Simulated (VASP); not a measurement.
```
CELL_PARAMETERS angstrom
      0.00000     3.52828     3.52828
      3.52828     0.00000     3.52828
      3.52828     3.52828     0.00000
ATOMIC_POSITIONS crystal
  Sr 0.00000 0.00000 0.00000
  Cl 0.25000 0.25000 0.25000
  Cl 0.75000 0.75000 0.75000
```

Computed with PBEsol GGA, VASP's PBE PAW potentials (set 64) (plane waves; VASP). Numerical set-up: 520 eV cut-off, 6×6×6 Γ-centred mesh, Gaussian smearing of 0.050 eV, potentials Sr_sv Cl.

Problem. What does the run give for the energy per atom (σ→0), pressure, band gap (on the k-mesh) with the smallest direct gap where there is one?

Solution. 
```json
{
 "band gap (on the k-mesh)": "5.01 eV",
 "smallest direct gap (on the k-mesh)": "5.34 eV",
 "energy per atom (σ→0)": "-4.437 eV/atom",
 "pressure": "-2.00 GPa"
}
```

Only differences to runs with the same potentials and settings are physical.

The compound is SrCl2 in the fluorite structure. This cell is one point of a volume scan, at 1.06 of the reference volume.
